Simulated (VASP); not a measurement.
Input:

```yaml
crystal:
  lattice:
    - [1.50901, 0.87123, 7.30958]
    - [-1.50901, 0.87123, 7.30958]
    - [0.00000, -1.74246, 7.30958]
  atoms:
    - { symbol: Li, position: [0.77703, 0.77703, 0.77703] }
    - { symbol: Li, position: [0.22297, 0.22297, 0.22297] }
    - { symbol: Li, position: [0.00000, 0.00000, 0.00000] }
```

The numbers are results of LDA (Ceperley-Alder, Perdew-Zunger), VASP's LDA PAW potentials (set 64) (plane waves; VASP), not measurements. Settings: 400 eV cut-off, 10×10×10 Γ-centred mesh, Gaussian smearing of 0.20 eV, potentials Li_sv.

Question: Give the energies of bands 4 to 7 at the high-symmetry points, in eV from the Fermi level.

Answer: 
```tsv
band	Γ	T	H2	L	S0	F
4	-3.44	-2.96	1.49	-0.10	1.49	0.23
5	-1.50	-2.94	1.81	0.88	1.95	0.27
6	-1.50	0.01	2.19	1.05	2.19	1.25
7	6.09	3.37	2.40	4.02	2.33	3.55
```

It has no gap at this level: it comes out as a metal or semimetal.

The structure comes from a computed database's Li entry (R-3m); how it stands against other phases isn't given here. The cell was not relaxed at this level.
